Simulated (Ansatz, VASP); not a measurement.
**AlP5O14 (glassy 83P2O5-17Al2O3 (mol %)) in two plane-wave programs**

Aim: how closely do two programs agree when they are given the same cell, functional and k mesh? The structure shown is the start of the Ansatz relaxation below; VASP solves that cell, so the two are compared at the walk's first step.

Main program and level: Ansatz 0.2.0; plane waves, with VASP 6.6.1 beside it; single point at PBEsol.

### Step 1. Set-up

The cell holds 80 atoms: 20 P, 4 Al and 56 O. Its edges and angles: a = 10.199 Å, b = 10.199 Å, c = 10.199 Å, α = 90.0°, β = 90.0°, γ = 90.0°. As first built, before any earlier steps moved the atoms (in the runner's words): 80 atoms (20 P, 4 Al, 56 O) placed at random at 2.43 g/cm^3, melted at 4000 K for 10 ps at fixed volume with the Morse and Coulomb pair potential with partial charges (Pedone, Malavasi, Menziani, Cormack and Segre, J. Phys. Chem. B 110, 11780 (2006)). Quenched from 4000 K to 300 K at 6 K/ps and fixed volume, held 10 ps at zero pressure.

### Step 2. Ansatz: relaxation, PBEsol

Ansatz runs on its default PAW (the set named soft_2) files.

The two programs are compared at the cell with which this relaxation starts, whose forces are those of its first step.

The input, input.yaml:

```yaml
crystal:
  lattice:
    - [10.19896, 0.0, 0.0]
    - [0.0, 10.19896, 0.0]
    - [0.0, 0.0, 10.19896]
  atoms:
    - { symbol: P, position: [0.39286, 0.95288, 0.86849] }
    - { symbol: P, position: [0.14788, 0.84274, 0.00962] }
    - { symbol: P, position: [0.04773, 0.02901, 0.65489] }
    - { symbol: P, position: [0.75319, 0.70918, 0.19913] }
    - { symbol: P, position: [0.17468, 0.25832, 0.51834] }
    - { symbol: P, position: [0.59492, 0.20734, 0.24517] }
    - { symbol: P, position: [0.30228, 0.13916, 0.273] }
    - { symbol: P, position: [0.6506, 0.81504, 0.47115] }
    - { symbol: P, position: [0.46179, 0.71378, 0.68188] }
    - { symbol: P, position: [0.98488, 0.01982, 0.18324] }
    - { symbol: P, position: [0.94696, 0.76063, 0.56864] }
    - { symbol: P, position: [0.26008, 0.65902, 0.23311] }
    - { symbol: P, position: [0.3547, 0.88353, 0.40268] }
    - { symbol: P, position: [0.97754, 0.31843, 0.13328] }
    - { symbol: P, position: [0.91652, 0.57205, 0.79253] }
    - { symbol: P, position: [0.14204, 0.3991, 0.89447] }
    - { symbol: P, position: [0.77375, 0.41442, 0.56805] }
    - { symbol: P, position: [0.4085, 0.1932, 0.68992] }
    - { symbol: P, position: [0.80595, 0.10687, 0.82157] }
    - { symbol: P, position: [0.69814, 0.43667, 0.07964] }
    - { symbol: Al, position: [0.46047, 0.45593, 0.86902] }
    - { symbol: Al, position: [0.6694, 0.96011, 0.0531] }
    - { symbol: Al, position: [0.67992, 0.12456, 0.54455] }
    - { symbol: Al, position: [0.03197, 0.49756, 0.39586] }
    - { symbol: O, position: [0.29811, 0.761, 0.33157] }
    - { symbol: O, position: [0.02492, 0.66805, 0.48609] }
    - { symbol: O, position: [0.92676, 0.06792, 0.73772] }
    - { symbol: O, position: [0.07674, 0.75684, 0.92215] }
    - { symbol: O, position: [0.15945, 0.56369, 0.28345] }
    - { symbol: O, position: [0.38123, 0.60181, 0.17947] }
    - { symbol: O, position: [0.23161, 0.21168, 0.3844] }
    - { symbol: O, position: [0.34712, 0.99486, 0.30006] }
    - { symbol: O, position: [0.84959, 0.47185, 0.45523] }
    - { symbol: O, position: [0.96537, 0.16707, 0.13108] }
    - { symbol: O, position: [0.07328, 0.02497, 0.30094] }
    - { symbol: O, position: [0.58644, 0.74722, 0.60207] }
    - { symbol: O, position: [0.35436, 0.6928, 0.58286] }
    - { symbol: O, position: [0.84671, 0.48013, 0.68553] }
    - { symbol: O, position: [0.08357, 0.14487, 0.56608] }
    - { symbol: O, position: [0.04045, 0.4903, 0.83046] }
    - { symbol: O, position: [0.89711, 0.70067, 0.21269] }
    - { symbol: O, position: [0.79505, 0.01595, 0.94421] }
    - { symbol: O, position: [0.51242, 0.95998, 0.96132] }
    - { symbol: O, position: [0.44215, 0.20272, 0.26553] }
    - { symbol: O, position: [0.79338, 0.26541, 0.57412] }
    - { symbol: O, position: [0.69939, 0.07514, 0.72671] }
    - { symbol: O, position: [0.68559, 0.74723, 0.33686] }
    - { symbol: O, position: [0.45229, 0.30085, 0.7842] }
    - { symbol: O, position: [0.27742, 0.90413, 0.95567] }
    - { symbol: O, position: [0.95046, 0.69161, 0.70471] }
    - { symbol: O, position: [0.08113, 0.36368, 0.03253] }
    - { symbol: O, position: [0.8251, 0.5914, 0.90554] }
    - { symbol: O, position: [0.66693, 0.19141, 0.37168] }
    - { symbol: O, position: [0.8022, 0.24164, 0.87564] }
    - { symbol: O, position: [0.80684, 0.76635, 0.52923] }
    - { symbol: O, position: [0.39167, 0.07332, 0.78237] }
    - { symbol: O, position: [0.62297, 0.08668, 0.15678] }
    - { symbol: O, position: [0.64106, 0.32815, 0.17458] }
    - { symbol: O, position: [0.99846, 0.36772, 0.27062] }
    - { symbol: O, position: [0.06347, 0.946, 0.07806] }
    - { symbol: O, position: [0.47703, 0.60112, 0.77889] }
    - { symbol: O, position: [0.28308, 0.94269, 0.51062] }
    - { symbol: O, position: [0.23828, 0.16275, 0.14154] }
    - { symbol: O, position: [0.15131, 0.99319, 0.74648] }
    - { symbol: O, position: [0.85381, 0.96768, 0.22435] }
    - { symbol: O, position: [0.713, 0.56695, 0.15764] }
    - { symbol: O, position: [0.99617, 0.90064, 0.58419] }
    - { symbol: O, position: [0.50056, 0.85913, 0.42691] }
    - { symbol: O, position: [0.58932, 0.44034, 0.98439] }
    - { symbol: O, position: [0.5018, 0.15184, 0.58573] }
    - { symbol: O, position: [0.63217, 0.44758, 0.56421] }
    - { symbol: O, position: [0.14322, 0.27726, 0.81746] }
    - { symbol: O, position: [0.20177, 0.74885, 0.11643] }
    - { symbol: O, position: [0.11128, 0.39102, 0.51206] }
    - { symbol: O, position: [0.27382, 0.46709, 0.9094] }
    - { symbol: O, position: [0.84492, 0.38444, 0.08726] }
    - { symbol: O, position: [0.69249, 0.96249, 0.49484] }
    - { symbol: O, position: [0.42114, 0.82898, 0.77477] }
    - { symbol: O, position: [0.68754, 0.79535, 0.09792] }
    - { symbol: O, position: [0.29165, 0.24816, 0.61221] }
kpoints:
  mp_grid: { grid: [1, 1, 1] }
hamiltonian:
  xc: pbesol
scf:
  occupations: { method: fermi_dirac, width: 0.05 }
output:
  forces: true
relax:
  f_tol: 0.05
  max_steps: 200
  cell: {}
```

Command:

```sh
$ ansatz run input.yaml --threads 4 --pin off --max-ram 8192MiB --backend cpu --events-out ev --progress --plain --runs-dir out
```

Numbers of over 12 decimals in the logs are rounded to 6 here.

Log:

```text
Engine: ansatz 0.2.0, x86_64-unknown-linux-gnu
Pseudopotentials: kind: paw
Pseudopotential: P, paw, valence charge 5, recommended cutoff 420 eV (normal), P.paw.azcp
Pseudopotential: Al, paw, valence charge 3, recommended cutoff 420 eV (normal), Al.paw.azcp
Pseudopotential: O, paw, valence charge 6, recommended cutoff 420 eV (normal), O.paw.azcp
Functional definition: PBEsol
  exchange = pbesol_x
  correlation = pbesol_c
Crystal: 80 atoms, lattice volume = 1060.883 Å³
Basis set: ecut = 420 eV, 20719 PW (Γ), exchange–correlation on 144×144×144 points (8 copies of the dense FFT grid, shifted against one another)
Bands: 304, of which v1, the nominal top of the filled ones, is band 224 counted from 1 (223 counted from 0)
Symmetry: 1 space group operations
Space group: P1 (ITA 1), of the structure as read, at distance tolerance 1.0e-4 Å
k-points: 1
Non-local potential: P, projectors of the file, l = 0: 2, l = 1: 2, l = 2: 2
Non-local potential: Al, projectors of the file, l = 0: 2, l = 1: 2, l = 2: 1
Non-local potential: O, projectors of the file, l = 0: 2, l = 1: 2, l = 2: 1
PAW form: soft (Blöchl's): semilocal exchange-correlation on the pseudo side does not see the compensation charge
PAW frozen core: P, regenerated for the run's functional, and the local potential with it (the file was generated under x = pbe(κ = 0.804, μ = 0.219515), c = pbe(β = 0.066725))
PAW frozen core: Al, regenerated for the run's functional, and the local potential with it (the file was generated under x = pbe(κ = 0.804, μ = 0.219515), c = pbe(β = 0.066725))
PAW frozen core: O, regenerated for the run's functional, and the local potential with it (the file was generated under x = pbe(κ = 0.804, μ = 0.219515), c = pbe(β = 0.066725))
PAW one-centre angular grid: P, 110 points (default); XC on 64 Gauss nodes
PAW one-centre angular grid: Al, 110 points (default); XC on 64 Gauss nodes
PAW one-centre angular grid: O, 110 points (default); XC on 64 Gauss nodes
Initial density: superposition of atomic densities (neutral atoms: chi_scale 0, normalization atom), corrected by the library's trained network
Initial wavefunctions: pseudopotential atomic-orbital guess
Functional: x = pbesol(κ = 0.804, μ = 0.123457), c = pbesol(β = 0.046)
SCF iter   1: F=—  HF=-48327.274016 eV  |F-HF|=—  |Δ(HF+E_count)|=         —  Δρ=1.12e-2  dr2=1.08e0  ethr=1.77e-3  ⟨swp⟩=7.0  Hψ=1612  notcnv=0  defer=66
preconditioner: auto → Resta (q_TF=auto, 2.363 Å⁻¹)  ε∞=3.1  [insulator: Δε(μ)=2.384 eV  Ē_g=16.510 eV  σ=0.050 eV  W_gap=1.00  n_scr=250 (ndim 8)  ℏωp=24.1 eV  f_vac=0.189  D(μ)=0.00/eV (n_scr^D=0)  ε∞_Penn≈3.1]
SCF iter   2: F=—  HF=-48326.984956 eV  |F-HF|=—  |Δ(HF+E_count)|=   2.89e-1  Δρ=2.64e-3  dr2=8.40e-2  ethr=2.41e-4  ⟨swp⟩=3.0  Hψ=511  notcnv=0  defer=74
SCF iter   3: F=—  HF=-48326.969617 eV  |F-HF|=—  |Δ(HF+E_count)|=   1.53e-2  Δρ=1.34e-3  dr2=3.01e-2  ethr=1.88e-5  ⟨swp⟩=2.0  Hψ=391  notcnv=0  defer=74
SCF iter   4: F=—  HF=-48326.963357 eV  |F-HF|=—  |Δ(HF+E_count)|=   6.26e-3  Δρ=8.20e-4  dr2=6.09e-3  ethr=6.73e-6  ⟨swp⟩=2.0  Hψ=454  notcnv=0  defer=74
SCF iter   5: F=—  HF=-48326.962187 eV  |F-HF|=—  |Δ(HF+E_count)|=   1.17e-3  Δρ=2.47e-4  dr2=6.33e-4  ethr=1.36e-6  ⟨swp⟩=3.0  Hψ=545  notcnv=0  defer=74
SCF iter   6: F=—  HF=-48326.962343 eV  |F-HF|=—  |Δ(HF+E_count)|=   1.57e-4  Δρ=1.13e-4  dr2=1.22e-4  ethr=1.41e-7  ⟨swp⟩=3.0  Hψ=416  notcnv=0  defer=74
SCF iter   7: F=—  HF=-48326.962357 eV  |F-HF|=—  |Δ(HF+E_count)|=   1.41e-5  Δρ=3.96e-5  dr2=1.54e-5  ethr=2.72e-8  ⟨swp⟩=3.0  Hψ=439  notcnv=0  defer=74
SCF iter   8: F=—  HF=-48326.963804 eV  |F-HF|=—  |Δ(HF+E_count)|=   1.45e-3  Δρ=1.28e-5  dr2=2.11e-6  ethr=3.43e-9  ⟨swp⟩=3.0  Hψ=469  notcnv=0  defer=74
SCF iter   9: F=—  HF=-48326.963807 eV  |F-HF|=—  |Δ(HF+E_count)|=   2.35e-6  Δρ=8.25e-6  dr2=7.14e-7  ethr=4.70e-10  ⟨swp⟩=3.0  Hψ=485  notcnv=0  defer=74
SCF iter  10: F=-48326.963807 eV  HF=-48326.963807 eV  |F-HF|=1.02e-7  |Δ(HF+E_count)|=   2.32e-7  Δρ=2.23e-6  dr2=7.15e-8  ethr=2.23e-11  ⟨swp⟩=4.0  Hψ=1138  notcnv=0
SCF 1 converged in 10 iterations: F = -48326.963807 eV  dr2 = 7.15e-8
  greatest PAW one-centre occupation: 0.876 electrons in one spin orbital (limit 2), on the O atom at site 27 (counted from 0), in its partial waves of l = 0
relax step   1: F+E_penalty+E_count = -48326.96380687 eV  Δ(F+E_penalty+E_count) = +0.000e0 eV  max|allowed force component| = 6.145e0 eV/Å  Δτ_max = 0.0000 Å  P = -0.134 GPa  Ω = 1060.883 Å³  (10 SCF iters, dr2 threshold 1.00e-7 eV, accepted)
Crystal: 80 atoms, lattice volume = 1040.095 Å³
Basis set: ecut = 420 eV, 20271 PW (Γ), exchange–correlation on 144×144×144 points (8 copies of the dense FFT grid, shifted against one another)
Initial density: handed on by an earlier stage of this run
Initial wavefunctions: those handed on with the density
[...]
atom  51  O      0.00159632     0.00178637     0.00098558
  atom  52  O     -0.00270962     0.00332473     0.00128958
  atom  53  O     -0.00042670    -0.00338125    -0.00397241
  atom  54  O      0.00137886     0.00298261    -0.00597426
  atom  55  O      0.00077682     0.00507748     0.00167158
  atom  56  O      0.00303582    -0.00003054    -0.00238291
  atom  57  O      0.00247037    -0.00284066     0.00120837
  atom  58  O      0.00168111    -0.00165882    -0.00383867
  atom  59  O     -0.00105961    -0.00087593    -0.00245271
  atom  60  O     -0.00310632    -0.00406015     0.00101539
  atom  61  O      0.00535334     0.00181195     0.00361799
  atom  62  O      0.00034943     0.00416259     0.00849618
  atom  63  O      0.00262693    -0.00079670     0.00281716
  atom  64  O      0.00321838     0.00393750    -0.00248561
  atom  65  O     -0.00393631    -0.00388053    -0.00043065
  atom  66  O      0.00038664    -0.00173189    -0.00013037
  atom  67  O      0.00397497     0.00586448    -0.00251361
  atom  68  O     -0.00007382    -0.00108385     0.00029896
  atom  69  O      0.00124794    -0.00040426     0.00000327
  atom  70  O     -0.00425392     0.00200761     0.00189721
  atom  71  O     -0.00728983     0.00062054    -0.00311843
  atom  72  O      0.00048623    -0.00197333    -0.00290874
  atom  73  O     -0.00463721     0.00472915     0.00474863
  atom  74  O     -0.00016067     0.00456336    -0.00068577
  atom  75  O     -0.00230278    -0.00026072     0.00088907
  atom  76  O     -0.00154499     0.00041093    -0.00083871
  atom  77  O      0.00176084     0.00189628    -0.00092825
  atom  78  O     -0.00276084    -0.00090220    -0.00467902
  atom  79  O     -0.00006234     0.00720055    -0.00453523
  atom  80  O      0.00136473    -0.00511477    -0.00147772
  max |Σ_I F_I| component: 9.16e-6 eV/Å
--- Stress (GPa, compression-positive) ---
        0.021388      -0.004279       0.030563
       -0.004283      -0.028562      -0.009712
        0.030561      -0.009708       0.008306
  P = ⅓ Tr σ = 0.0004 GPa (0.004 kbar)
--- Relaxed structure (40 steps of the walk, 34 accepted, 2 SCFs on fresh bases) ---
  F+E_penalty+E_count = -48338.32089321 eV   max|allowed force component| = 1.064e-2 eV/Å   (the final SCF, on the basis selected at the relaxed cell)
  cell:  # Å, volume = 1027.5395 Å³
    - [10.254440, -0.025459, 0.275145]
    - [-0.025459, 9.854926, 0.032138]
    - [0.275145, 0.032138, 10.175503]
  atoms:
    - { symbol: P, position: [0.417758, 0.940652, 0.881019] }
    - { symbol: P, position: [0.162063, 0.860494, 0.014124] }
    - { symbol: P, position: [0.044357, 0.024493, 0.689034] }
    - { symbol: P, position: [0.734584, 0.686585, 0.219424] }
    - { symbol: P, position: [0.189853, 0.240078, 0.540328] }
    - { symbol: P, position: [0.596825, 0.173952, 0.257419] }
    - { symbol: P, position: [0.320411, 0.135201, 0.281296] }
    - { symbol: P, position: [0.641124, 0.814999, 0.476870] }
    - { symbol: P, position: [0.441255, 0.706860, 0.689352] }
    - { symbol: P, position: [0.975304, 0.050289, 0.147564] }
    - { symbol: P, position: [0.928103, 0.774480, 0.558735] }
    - { symbol: P, position: [0.244350, 0.684489, 0.227223] }
    - { symbol: P, position: [0.361880, 0.873861, 0.407791] }
    - { symbol: P, position: [0.953083, 0.355249, 0.108421] }
    - { symbol: P, position: [0.942724, 0.566906, 0.778653] }
    - { symbol: P, position: [0.152625, 0.412979, 0.890310] }
    - { symbol: P, position: [0.798340, 0.418915, 0.573546] }
    - { symbol: P, position: [0.433893, 0.196544, 0.698914] }
    - { symbol: P, position: [0.784140, 0.033277, 0.819264] }
    - { symbol: P, position: [0.667286, 0.426073, 0.088920] }
    - { symbol: Al, position: [0.451191, 0.469494, 0.871148] }
    - { symbol: Al, position: [0.695985, 0.957358, 0.040180] }
    - { symbol: Al, position: [0.698528, 0.127682, 0.535097] }
    - { symbol: Al, position: [-0.024382, 0.568900, 0.335252] }
    - { symbol: O, position: [0.272559, 0.753035, 0.366491] }
    - { symbol: O, position: [-0.007769, 0.732228, 0.429938] }
    - { symbol: O, position: [0.932909, 0.084394, 0.783187] }
    - { symbol: O, position: [0.134356, 0.751878, 0.924030] }
    - { symbol: O, position: [0.137919, 0.581417, 0.264350] }
    - { symbol: O, position: [0.361878, 0.642321, 0.150025] }
    - { symbol: O, position: [0.230986, 0.168434, 0.405955] }
    - { symbol: O, position: [0.343389, 0.976669, 0.283936] }
    - { symbol: O, position: [0.885382, 0.492037, 0.467371] }
    - { symbol: O, position: [0.970747, 0.203954, 0.078915] }
    - { symbol: O, position: [0.033220, 0.053770, 0.275493] }
    - { symbol: O, position: [0.563383, 0.777165, 0.610518] }
    - { symbol: O, position: [0.343080, 0.648460, 0.608070] }
    - { symbol: O, position: [0.884904, 0.444176, 0.704301] }
    - { symbol: O, position: [0.070538, 0.147755, 0.588649] }
    - { symbol: O, position: [0.089988, 0.520327, 0.795543] }
    - { symbol: O, position: [0.878282, 0.655775, 0.212635] }
    - { symbol: O, position: [0.788797, -0.105848, 0.885725] }
    - { symbol: O, position: [0.537199, 0.919471, 0.953329] }
    - { symbol: O, position: [0.457152, 0.193512, 0.329049] }
    - { symbol: O, position: [0.809183, 0.263093, 0.564364] }
    - { symbol: O, position: [0.721398, 0.036222, 0.688118] }
    - { symbol: O, position: [0.695083, 0.702847, 0.371173] }
    - { symbol: O, position: [0.458264, 0.325169, 0.771847] }
[...]
- { symbol: O, position: [0.172755, 0.814417, 0.162313] }
    - { symbol: O, position: [0.162332, 0.383778, 0.528026] }
    - { symbol: O, position: [0.284272, 0.473377, 0.924633] }
    - { symbol: O, position: [0.811879, 0.387881, 0.049043] }
    - { symbol: O, position: [0.682162, 0.961273, 0.453324] }
    - { symbol: O, position: [0.388757, 0.837497, 0.773134] }
    - { symbol: O, position: [0.681214, 0.789915, 0.130880] }
    - { symbol: O, position: [0.298536, 0.199146, 0.637085] }
```

[end of part 1 of 2]

[Lines on the potential files, build, host, timing and source positions are cut from VASP's logs without a mark.]

[Logs are printed without paths, hosts, clocks, repeated set-up lines and the standing remarks that a program may print on its own settings, such as how far it seeks lower states.]

[Hosts, paths, dates, database ids (printed as entryN), source tags and the programs' standing remarks are cut or masked in the printed files.]
